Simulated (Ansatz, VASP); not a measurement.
# Cross-check of Co (Cobalt) between VASP and Ansatz

One calculation is typed for both programs; each brings its own data sets. How far apart do they land? The cell is taken from a series of runs on this material, whose earlier steps may have relaxed, scaled, displaced or heated it; both programs get it as it stands.

Calculated with Ansatz 0.2.0; plane waves, with VASP 6.6.1 beside it; zone-centre phonons at PBE.

## Step 1: Set-up

It takes space group P6_3/mmc (No. 194, hexagonal). Conventional cell: a = 2.495 Å, b = 2.495 Å, c = 4.035 Å, α = 90.00°, β = 90.00°, γ = 120.00°. Co has 12 Co at 2.48 to 2.49 Å nearest.

Structure file:

```cif
data_structure
_symmetry_space_group_name_H-M 'P 1'
_symmetry_Int_Tables_number 1
_cell_length_a 2.4946
_cell_length_b 2.4946
_cell_length_c 4.0353
_cell_angle_alpha 90.000
_cell_angle_beta 90.000
_cell_angle_gamma 120.000
_cell_volume 21.75
loop_
_atom_site_label
_atom_site_type_symbol
_atom_site_fract_x
_atom_site_fract_y
_atom_site_fract_z
_atom_site_occupancy
Co1 Co 0.33333 0.66667 0.25000 1
Co2 Co 0.66667 0.33333 0.75000 1
```

## Step 2: Ansatz: zone-centre phonons, PBE

Ansatz runs on its PAW soft_1 files.

Second derivatives magnify differences that forces hide, and they need a tight electronic threshold.

The input, input.yaml:

```yaml
crystal:
  lattice:
    - [2.4946005468, 0.0, 0.0]
    - [-1.2473002734, 2.1603874458, 0.0]
    - [0.0, 0.0, 4.0352855091]
  atoms:
    - { symbol: Co, position: [0.3333333333, 0.6666666667, 0.25], spin: 1.87 }
    - { symbol: Co, position: [0.6666666667, 0.3333333333, 0.75], spin: 1.87 }
kpoints:
  mp_grid: { grid: [12, 12, 6] }
hamiltonian:
  xc: pbe
  pseudopotentials: { kind: paw, azcp: { folder: soft_1 } }
scf:
  occupations: { method: gaussian, width: 0.15 }
output:
  eigenvalues: true
  populations: true
magnetization:
  spin_polarized: true
phonons:
  method: dfpt
  qmesh: [3, 3, 2]
  temperatures: { t_max: 1000, t_step: 50 }
  qpath:
    path:
      - [[0.0, 0.0, 0.0], [0.5, 0.0, 0.0], [0.33333333, 0.33333333, 0.0], [0.0, 0.0, 0.0], [0.0, 0.0, 0.5], [0.5, 0.0, 0.5], [0.33333333, 0.33333333, 0.5], [0.0, 0.0, 0.5]]
      - [[0.5, 0.0, 0.5], [0.5, 0.0, 0.0]]
    npoints: 6
  electrical_resistivity:
    mesh: [18, 18, 8]
    temperatures: [20.0, 50.0, 80.0, 100.0, 150.0, 200.0, 273.0, 300.0, 400.0, 500.0, 600.0, 800.0]
```

Started as:

```console
ansatz run input.yaml --threads 16 --pin off --max-ram 92160MiB --backend cuda --events-out ev --progress --plain --runs-dir out --max-vram 78GiB
```

Numbers of over 12 decimals in the logs are rounded to 6 here.

What it wrote:

```text
Engine: ansatz 0.2.0, aarch64-unknown-linux-gnu
Pseudopotentials: kind: paw
Pseudopotential: Co, paw, valence charge 17, recommended cutoff 420 eV (normal), soft_1/Co.paw.azcp
Functional definition: PBE
  parameter kappa = 0.804
  parameter beta = 0.066725
  exchange = pbe_x(kappa = kappa, mu = beta*pi^2/3)
  correlation = pbe_c(beta = beta)
Crystal: 2 atoms, lattice volume = 21.747 Å³
Basis set: ecut = 420 eV, 403 PW (Γ), exchange–correlation on 36×36×60 points (8 copies of the dense FFT grid, shifted against one another)
Bands: 23, of which v1, the nominal top of the filled ones, is band 17 counted from 1 (16 counted from 0)
Symmetry: 24 space group operations
Space group: P63/mmc (ITA 194), of the structure as read, at distance tolerance 2.8e-5 Å
Magnetic group: BNS 194.263 (UNI 1493), of the structure as read, at distance tolerance 2.8e-5 Å
k-points: 76 of 864
Non-local potential: Co, projectors of the file, l = 0: 3, l = 1: 2, l = 2: 3, l = 3: 1
PAW form: soft (Blöchl's): semilocal exchange-correlation on the pseudo side does not see the compensation charge
PAW one-centre angular grid: Co, 590 points (default); XC on 64 Gauss nodes
Initial density: superposition of atomic densities (chi_scale 0.1, normalization cell)
Starting moments: Σ|m| = 3.74 μB on 2 of 2 sites
Initial wavefunctions: pseudopotential atomic-orbital guess
[...]
Functional: x = pbe(κ = 0.804, μ = 0.219515), c = pbe(β = 0.066725)
SCF 1 converged in 10 iterations: F = -10252.321055 eV  dr2 = 5.38e-12
  greatest PAW one-centre occupation: 1.001 electrons in one spin orbital (limit 2), on the Co atom at site 0 (counted from 0), in its partial waves of l = 1
a single point of the input's cell can leave the moments in the input for a lower state (scf.lower_state_search): this run first made a single point of its cell. This run's own SCFs start from the density of the state that the single point found, with the moments in the input. The single point stayed on the moments in the input.
[...]
Stability of the state it starts from, as read at its close in the collinear treatment: not read negative (Ritz values of 1 − χ₀K, real part plus size of imaginary part, from 0.67 to 0.77, by its mixing steps under the symmetry group of the SCF that read it); its run was given moments
Starting moments: Σ|m| = 3.74 μB on 2 of 2 sites; this step starts from the density that it was given
[...]
iter 1 solved again at ethr=3.08e-9 eV; its pass at ethr=3.10e-3 eV (dr2=1.05e-6 eV) is discarded
SCF iter   1: F=—  HF=-10252.321044 eV  |F-HF|=—  |Δ(HF+E_count)|=         —  Δρ=7.03e-7 (↑3.98e-7 ↓7.03e-7)  dr2=1.36e-11  dr2_m=5.73e-11  M=3.294 μB ∫|m|=3.606 μB  β_m=0.65  ethr=3.08e-9  ⟨swp⟩=3.6  Hψ=25165  notcnv=0
preconditioner: auto → none  [metal: Δε(μ)=0.008 eV  Ē_g=9.544 eV  σ=0.150 eV  W_gap=0.03  n_scr=2 (ndim 8)  ℏωp=33.8 eV  f_vac=0.000  D(μ)=1.99/eV (n_scr^D=22)]
SCF iter   2: F=—  HF=-10252.321055 eV  |F-HF|=—  |Δ(HF+E_count)|=   1.11e-5  Δρ=8.51e-7 (↑8.51e-7 ↓1.92e-7)  dr2=6.49e-11  dr2_m=4.94e-11  M=3.294 μB ∫|m|=3.606 μB  β_m=0.30  ethr=1.00e-12  ⟨swp⟩=2.7  Hψ=7151  notcnv=0
[...]
SCF iter   5: F=-10252.321055 eV  HF=-10252.321055 eV  |F-HF|=1.82e-12  |Δ(HF+E_count)|=  3.64e-12  Δρ=7.70e-8 (↑1.47e-8 ↓7.70e-8)  dr2=1.13e-12  dr2_m=2.20e-13  M=3.294 μB ∫|m|=3.606 μB  ethr=1.00e-12  ⟨swp⟩=3.3  Hψ=12937  notcnv=0
SCF 2 converged in 5 iterations: F = -10252.321055 eV  dr2 = 1.13e-12
  greatest PAW one-centre occupation: 1.001 electrons in one spin orbital (limit 2), on the Co atom at site 1 (counted from 0), in its partial waves of l = 1
[...]
NSCF: frozen V_eff on 76 k-points, pencils in batches of 32, up to order 92
[...]
NSCF: frozen V_eff on 76 k-points
[...]
DFPT response loops at q = (0, 0, 0) (fractional): preconditioner auto → Kerker (q_TF=auto, 2.939 Å⁻¹) (partly filled bands, converged f_vac=0.000); β = 1.00, the filter's whole step (`scf.mixing.beta` (0.30) is not read by the response loops under this deck's `scf.mixing.preconditioner`; to damp them name `kerker` or `kerker_dos`, under which they read `scf.mixing.beta`, and type it under 1.00, their step now; both keys bind the ground state too); Anderson in place of MSR1
[...]
NSCF: frozen V_eff on 76 k-points
[...]
SCF 3 converged in 5 iterations: F = -10252.321055 eV  dr2 = 1.10e-12
[...]
SCF converged after 5 iterations
[...]
mean free path at 50 K (of a tensor a third of its trace): 3794 nm by what each carries, 1516 by the Fermi surface alone
  Hall coefficient in a weak field at 50 K (a third of the trace): -1.686e-10 m³/C (as a tensor it moves by 20.5 % between the two finest meshes); by each state's relaxation time: -1.392e-10 m³/C; by a constant relaxation time: -6.361e-11 m³/C
  mean free path at 80 K (of a tensor a third of its trace): 690 nm by what each carries, 279 by the Fermi surface alone
  Hall coefficient in a weak field at 80 K (a third of the trace): -1.667e-10 m³/C (as a tensor it moves by 19.3 % between the two finest meshes); by each state's relaxation time: -1.435e-10 m³/C; by a constant relaxation time: -6.379e-11 m³/C
  mean free path at 100 K (of a tensor a third of its trace): 370 nm by what each carries, 153 by the Fermi surface alone
  Hall coefficient in a weak field at 100 K (a third of the trace): -1.616e-10 m³/C (as a tensor it moves by 18.7 % between the two finest meshes); by each state's relaxation time: -1.433e-10 m³/C; by a constant relaxation time: -6.386e-11 m³/C
  mean free path at 150 K (of a tensor a third of its trace): 155 nm by what each carries, 66.8 by the Fermi surface alone
  Hall coefficient in a weak field at 150 K (a third of the trace): -1.514e-10 m³/C (as a tensor it moves by 18.3 % between the two finest meshes); by each state's relaxation time: -1.413e-10 m³/C; by a constant relaxation time: -6.394e-11 m³/C
  mean free path at 200 K (of a tensor a third of its trace): 97.4 nm by what each carries, 42.9 by the Fermi surface alone
  Hall coefficient in a weak field at 200 K (a third of the trace): -1.471e-10 m³/C (as a tensor it moves by 18.3 % between the two finest meshes); by each state's relaxation time: -1.404e-10 m³/C; by a constant relaxation time: -6.399e-11 m³/C
  mean free path at 273 K (of a tensor a third of its trace): 64.4 nm by what each carries, 28.6 by the Fermi surface alone
  Hall coefficient in a weak field at 273 K (a third of the trace): -1.450e-10 m³/C (as a tensor it moves by 18.2 % between the two finest meshes); by each state's relaxation time: -1.401e-10 m³/C; by a constant relaxation time: -6.407e-11 m³/C
  mean free path at 300 K (of a tensor a third of its trace): 57.5 nm by what each carries, 25.6 by the Fermi surface alone
  Hall coefficient in a weak field at 300 K (a third of the trace): -1.447e-10 m³/C (as a tensor it moves by 18.1 % between the two finest meshes); by each state's relaxation time: -1.401e-10 m³/C; by a constant relaxation time: -6.411e-11 m³/C
  mean free path at 400 K (of a tensor a third of its trace): 41.3 nm by what each carries, 18.4 by the Fermi surface alone
  Hall coefficient in a weak field at 400 K (a third of the trace): -1.442e-10 m³/C (as a tensor it moves by 18.0 % between the two finest meshes); by each state's relaxation time: -1.402e-10 m³/C; by a constant relaxation time: -6.424e-11 m³/C
  mean free path at 500 K (of a tensor a third of its trace): 32.4 nm by what each carries, 14.5 by the Fermi surface alone
  Hall coefficient in a weak field at 500 K (a third of the trace): -1.441e-10 m³/C (as a tensor it moves by 18.0 % between the two finest meshes); by each state's relaxation time: -1.404e-10 m³/C; by a constant relaxation time: -6.437e-11 m³/C
  mean free path at 600 K (of a tensor a third of its trace): 26.6 nm by what each carries, 11.9 by the Fermi surface alone
  Hall coefficient in a weak field at 600 K (a third of the trace): -1.441e-10 m³/C (as a tensor it moves by 17.9 % between the two finest meshes); by each state's relaxation time: -1.405e-10 m³/C; by a constant relaxation time: -6.448e-11 m³/C
  mean free path at 800 K (of a tensor a third of its trace): 19.6 nm by what each carries, 8.78 by the Fermi surface alone
  Hall coefficient in a weak field at 800 K (a third of the trace): -1.442e-10 m³/C (as a tensor it moves by 18.1 % between the two finest meshes); by each state's relaxation time: -1.407e-10 m³/C; by a constant relaxation time: -6.463e-11 m³/C
  the resistivity times a path that all electrons share, by the Fermi surface of the deck's mesh alone (a third of the trace): 6.524e-16 Ω·m²
  not converged in the mesh (λ; λ_tr; the resistivity at 20 K by 19.46 %; the resistivity at 50 K by 5.29 %; the resistivity at 80 K by 5.49 %; the resistivity at 100 K by 5.41 %; the resistivity at 150 K by 5.10 %; the resistivity at 200 K by 4.89 %; the resistivity at 273 K by 4.75 %; the resistivity at 300 K by 4.71 %; the resistivity at 400 K by 4.65 %; the resistivity at 500 K by 4.68 %; the resistivity at 600 K [...]
  vibrations of 18 cells: unjudged by the run; compare a larger repeat
  the changes of the potential over all sites missed a rigid shift's by 0.00 % (the site terms' by 0.00 %)
--- Löwdin populations: 2 sites ---
  site symbol       q [e]    m [muB]
     0     Co     16.7785     1.7116
     1     Co     16.7785     1.7116
  spilling = 0.013030 (of n_electrons = 34.000000)
```

In the SCF lines HF is the Harris–Foulkes energy and dr2 the Hartree energy of the density residual, in eV; the loop may stop once dr2 is under the threshold and the program's other checks hold. Hψ counts applications of the Hamiltonian.

(Part 1 of 2 ends here.)

[Lines on the potential files, build, host, timing and source positions are cut from VASP's logs without a mark.]

[Logs are printed without paths, hosts, clocks, repeated set-up lines and the standing remarks that a program may print on its own settings, such as how far it seeks lower states.]

[Hosts, paths, dates, database ids (printed as entryN), source tags and the programs' standing remarks are cut or masked in the printed files.]
